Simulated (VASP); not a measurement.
Computed with PBE GGA with D3 dispersion (zero damping), VASP's PBE PAW potentials (set 64) (plane waves; VASP 6.6.1).

VASP input:

POSCAR:
```
Ir
1
    0.0000000000     1.9187942138     1.9187942138
    1.9187942138     0.0000000000     1.9187942138
    1.9187942138     1.9187942138    -0.0000000000
Ir
1
Direct
  0.0000000000   0.0000000000   0.0000000000
```

### KPOINTS
```
Automatic mesh
0
Gamma
18 18 18
0 0 0
```

**INCAR**
```
SYSTEM = Ir
PREC = Accurate
ENCUT = 520
EDIFF = 1E-7
NELM = 100
ALGO = Normal
LREAL = .FALSE.
LASPH = .TRUE.
ISMEAR = -5
GGA = PE
IVDW = 11
LMAXMIX = 6
LWAVE = .FALSE.
LCHARG = .TRUE.
LORBIT = 11
NEDOS = 601
ISIF = 2
```

POTCAR, in this order: Ir (PBE.64 set). Program: vasp_std.

What will the output report for the number of irreducible k-points (NKPTS), largest plane-wave count, number of space-group operations, FFT grid (NGX, NGY, NGZ)?

```yaml
number of irreducible k-points (NKPTS): 195
largest_plane_wave_count: 392
number_of_space_group_operations: 48
FFT grid (NGX, NGY, NGZ): 20 × 20 × 20
```

The compound is Ir in the fcc structure. It was relaxed first.
